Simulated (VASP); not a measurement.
A convergence study with VASP on Cu₂O (cuprite): one setting is varied, all else stays as given below, so the limit is that of these other settings.

```yaml
crystal:
  lattice:
    - [4.27000, 0.00000, 0.00000]
    - [0.00000, 4.27000, 0.00000]
    - [0.00000, 0.00000, 4.27000]
  atoms:
    - { symbol: Cu, position: [0.75000, 0.25000, 0.75000] }
    - { symbol: Cu, position: [0.25000, 0.75000, 0.75000] }
    - { symbol: Cu, position: [0.75000, 0.75000, 0.25000] }
    - { symbol: Cu, position: [0.25000, 0.25000, 0.25000] }
    - { symbol: O, position: [0.00000, 0.00000, 0.00000] }
    - { symbol: O, position: [0.50000, 0.50000, 0.50000] }
```

The numbers are results of LDA (Ceperley-Alder, Perdew-Zunger), VASP's LDA PAW potentials (set 64) (plane waves; VASP), not measurements. The tightest run used: 700 eV cut-off, 14×14×14 Γ-centred mesh, Gaussian smearing of 0.050 eV, potentials Cu O.

```
setting     E (eV/atom)  pressure (GPa)  irreducible k-points
----------  -----------  --------------  --------------------
1×1×1 mesh      -4.6603            9.55                     1
2×2×2 mesh      -5.3482           -6.27                     4
3×3×3 mesh      -5.4075           -7.98                     4
```

Task: These are the cheaper rows. Estimate the results at 14×14×14 mesh, and how far the last row shown lies from them.

Result: 
```csv
quantity,tightest run,last row shown is off by
E (eV/atom),-5.4133,0.0058
pressure (GPa),-8.30,0.32
```

Left out are rungs that failed or repeat a setting and relaxations that didn't move; long series are thinned to 24 rows.

The compound is Cu2O in the cuprite structure. The cell was not relaxed at this level.
